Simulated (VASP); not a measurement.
The system is O2C, in a box.

```xyz
3
Lattice="12.1554 0.0000 0.0000 0.0000 12.6554 0.0000 0.0000 0.0000 13.1554" Properties=species:S:1:pos:R:3 pbc="T T T"
O     5.9109    7.1491    5.7500
O     6.2542    5.5617    7.4534
C     6.0826    6.3554    6.6017
```

Base run:

```yaml
Program: VASP 6.6.1
Functional: optB86b-vdW
Potentials_or_basis: VASP PAW PBE potentials, release 64 (O, C)
Cutoff: 400 eV
k_mesh: 1 × 1 × 1
Occupations: gaussian, width 0.01 eV
Spin: no spin polarisation
```

Its results: gap between the frontier levels 7.86 eV; largest force 0.094 eV/Å.

Q: After a change of settings the same cell gave: gap between the frontier levels 8.12 eV; largest force 0.236 eV/Å. Which change was it?
A. functional from optB86b-vdW to PBEsol
B. functional from optB86b-vdW to RPBE; dispersion from none to D3(BJ)
C. functional from optB86b-vdW to RPBE
D. functional from optB86b-vdW to rev-vdW-DF2

A: A.

Caveats: the standard files for N, O and F lose accuracy on very short bonds; the PAW data sets were made with another functional, which shifts forces and pressure a little.
